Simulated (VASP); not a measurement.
Data:

```
CELL_PARAMETERS angstrom
      5.87979     0.00000     0.00000
      0.00000     5.87979     0.00000
      0.00000     0.00000     5.87979
ATOMIC_POSITIONS crystal
  Cs 0.00000 0.00000 0.00000
  Pb 0.50000 0.50000 0.50000
  Br 0.50000 0.00000 0.50000
  Br 0.00000 0.50000 0.50000
  Br 0.50000 0.50000 0.00000
```

Method: PBEsol GGA, VASP's PBE PAW potentials (set 64) (plane waves; VASP 6.6.1). Numerical set-up: 500 eV cut-off, 4×4×4 Γ-centred mesh, Gaussian smearing of 0.050 eV, potentials Cs_sv Pb_d Br.

Energy and stress use the plane-wave basis of the starting cell.

The ions, cell shape and volume at an external pressure of 5.0 GPa are relaxed. What does this cell relax into?

```
CELL_PARAMETERS angstrom
      5.57877     0.00000     0.00000
      0.00000     5.57877     0.00000
      0.00000     0.00000     5.57877
ATOMIC_POSITIONS crystal
  Cs 0.00000 0.00000 0.00000
  Pb 0.50000 0.50000 0.50000
  Br 0.50000 0.00000 0.50000
  Br 0.00000 0.50000 0.50000
  Br 0.50000 0.50000 0.00000
```
Space group Pm-3m (221), at a tolerance of 0.03 Å.

How do energy and volume change from the first to the last step?

The energy (σ→0) changes by +80.2 meV/atom and the volume by -14.6 %, in 3 ionic steps.

The compound is CsPbBr3 in the cubic perovskite structure, the ideal cubic form; the compound distorts at low or room temperature. This run relaxes it under an external pressure of 5 GPa. Symmetry was kept, so distortions that lower it aren't found.
